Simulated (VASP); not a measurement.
Consider the following.

```
In
1.0
   -1.51814     1.51814     2.25762
    1.51814    -1.51814     2.25762
    1.51814     1.51814    -2.25762
In
1
Direct
  0.00000   0.00000   0.00000
```

Level of theory: PBE GGA, VASP's PBE PAW potentials (set 64) (plane waves; VASP 6.6.1). Numerical set-up: 500 eV cut-off, 17×17×17 Γ-centred mesh, first-order Methfessel-Paxton smearing of 0.10 eV, potentials In_d.

Energy and stress use the plane-wave basis of the starting cell.

Question: The ions, cell shape and volume at an external pressure of 30.0 GPa are relaxed. Predict the relaxed structure.

Answer: 
```
In
1.0
   -1.48370     1.48370     2.20668
    1.48370    -1.48370     2.20668
    1.48370     1.48370    -2.20668
In
1
Direct
  0.00000   0.00000   0.00000
```
Space group I4/mmm (139), at a tolerance of 0.03 Å.

Question: How do energy and volume change from the first to the last step?

Answer: The energy (σ→0) changes by +212.9 meV/atom and the volume by -6.6 %, in 4 ionic steps.

The compound is In in the bct structure. This run relaxes it under an external pressure of 30 GPa. Symmetry was kept, so distortions that lower it aren't found.
